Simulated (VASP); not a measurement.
## TlAs (relaxed from the CsCl type structure, space group Pm-3m): computed properties

Calculation: PBEsol GGA, VASP's PBE PAW potentials (set 64) (plane waves; VASP).

For TlAs, the space group is Pm-3m (221) and the cell is a = b = c = 3.6075 Å, α = β = γ = 90.00°. The volume per atom is 23.47 Å³/atom and the band gap (over mesh and band path) comes out as none (metal, semimetal or under 0.01 eV). The density comes out as 9.88 g/cm³.

```xyz
2
Lattice="3.6075 0.0000 0.0000 0.0000 3.6075 0.0000 0.0000 0.0000 3.6075" Properties=species:S:1:pos:R:3 pbc="T T T"
Tl     0.0000     0.0000     0.0000
As     1.8038     1.8038     1.8038
```

Unless said otherwise, spin-orbit coupling is left out, though it shifts the bands of the heavy elements here.

The structure was generated: TlAs was put into the CsCl type type (Pm-3m), which need not be its known phase. It was relaxed first, which changed the volume by +16 %. Symmetry was kept, so distortions that lower it aren't found.
